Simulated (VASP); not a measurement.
Input:

```
ZrS2
1.0
    1.82507    -3.16111     0.00000
    1.82507     3.16111     0.00000
    0.00000     0.00000     5.81785
Zr S
1 2
Direct
  0.00000   0.00000   0.00000
  0.33333   0.66667   0.25008
  0.66667   0.33333   0.74992
```

Calculation: PBE GGA with D4 dispersion, VASP's PBE PAW potentials (set 64) (plane waves; VASP). Numerical set-up: 520 eV cut-off, 8×8×5 Γ-centred mesh, tetrahedra with Blöchl corrections, potentials Zr_sv S.

The cores are frozen, which limits the accuracy of field gradients.

Q: Give the principal components of the electric field gradient (V/Å²) and the asymmetry η at each nucleus.

A: 
| atom | Vxx | Vyy | Vzz | η |
|---|---|---|---|---|
| Zr1 | 6.1 | 6.1 | -12.2 | 0.00 |
| S2 | -0.6 | -0.6 | 1.1 | 0.00 |
| S3 | -0.6 | -0.6 | 1.1 | 0.00 |

The compound is ZrS2 in the 1T layered structure. It was relaxed first.
